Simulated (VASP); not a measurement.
A run of VASP 6.6.1 is set up as follows.

INCAR

```
SYSTEM = Be4Ni
ALGO = Normal
EDIFF = 1E-6
EDIFFG = -0.005
ENCUT = 520
GGA = RP
IBRION = 2
ISIF = 2
ISMEAR = 1
ISPIN = 2
LASPH = .TRUE.
LCHARG = .FALSE.
LMAXMIX = 4
LORBIT = 11
LREAL = .FALSE.
LWAVE = .FALSE.
MAGMOM = 0 0 0 0 1
NELM = 150
NSW = 60
PREC = Accurate
SIGMA = 0.2
```

Contents of KPOINTS:

```
k-points
0
G
  9 9 7
  0 0 0
```

Contents of POSCAR:

```
Be4Ni
1.0
    3.5422415200      0.0000000000      0.0000000000
   -1.7711207600      3.0676711400      0.0000000000
    0.0000000000      0.0000000000      3.7286888500
Be Ni
4 1
Direct
    0.5000000000      0.0000000000      0.5000000000
    0.0000000000      0.5000000000      0.5000000000
    0.5000000000      0.5000000000      0.5000000000
    0.0000000000      0.0000000000      0.0000000000
    0.0000000000      0.0000000000      0.5000000000
```

Potentials or basis: VASP PAW PBE potentials, release 64 (Be, Ni).

Launch:

```bash
$ cat potpaw_PBE.64/Be/POTCAR potpaw_PBE.64/Ni/POTCAR > POTCAR
$ mpirun -np 1 vasp_std > vasp.out
```

(1) Predict the band gap on the k mesh.

(2) What does it give for the net moment?

## Answers

(1) none (metal or under the smearing width).

(2) 0.00 μB per cell.

Caveat: the relaxation stopped at its first step, so nothing moved.
